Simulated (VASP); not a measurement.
Input for VASP

POSCAR:
```
Na2Te
1
    0.0000000000     3.5552436960     3.5552436960
    3.5552436960     0.0000000000     3.5552436960
    3.5552436960     3.5552436960    -0.0000000000
Na Te
2 1
Direct
  0.2500000000   0.2500000000   0.2500000000
  0.7500000000   0.7500000000   0.7500000000
  0.0000000000   0.0000000000   0.0000000000
```

### INCAR
```
ALGO  =  Normal
EDIFF  =  1E-6
EDIFFG  =  -0.02
ENCUT  =  400
IBRION  =  2
ISIF  =  3
ISMEAR  =  0
LASPH  =  .True.
LCHARG  =  .False.
LMAXMIX  =  4
LREAL  =  .False.
LWAVE  =  .False.
NELM  =  100
NSW  =  60
PREC  =  Accurate
SIGMA  =  0.05
SYSTEM  =  Na2Te
```

KPOINTS:
```
Automatic mesh
0
Gamma
5 5 5
0 0 0
```

POTCAR, in this order: Na_pv Te (LDA.64 set). Program: vasp_std.

Write an equivalent input for Quantum ESPRESSO's pw.x.

One equivalent input (not run):
```
&CONTROL
  calculation = 'vc-relax'
  pseudo_dir = './pseudo'
  outdir = './out'
  tprnfor = .true.
  tstress = .true.
  nstep = 60
  forc_conv_thr = 0.00078
/
&SYSTEM
  ibrav = 0
  nat = 3
  ntyp = 2
  ecutwfc = 88
  occupations = 'smearing'
  smearing = 'gaussian'
  degauss = 0.003675
  input_dft = 'pz'
/
&ELECTRONS
  conv_thr = 7.3e-08
  electron_maxstep = 100
/
&IONS
/
&CELL
/
ATOMIC_SPECIES
  Na 22.990 Na.upf
  Te 127.600 Te.upf
CELL_PARAMETERS angstrom
     0.0000000    3.5552437    3.5552437
     3.5552437    0.0000000    3.5552437
     3.5552437    3.5552437   -0.0000000
ATOMIC_POSITIONS crystal
  Na   0.2500000  0.2500000  0.2500000
  Na   0.7500000  0.7500000  0.7500000
  Te   0.0000000  0.0000000  0.0000000
K_POINTS automatic
  5 5 5 0 0 0
```
What does not carry over: the potentials are each code's own (VASP's PAW set, PseudoDojo norm-conserving files in pw.x), so ENCUT and ecutwfc are chosen apart and not converted; conv_thr bounds pw.x's estimated SCF error, while EDIFF bounds the energy change between steps; forc_conv_thr acts on force components and is met together with etot_conv_thr.

The structure comes from a computed database's Na2Te entry (Fm-3m); how it stands against other phases isn't given here. It was relaxed first, which changed the volume by -6 %. The start is the result of an earlier pass.
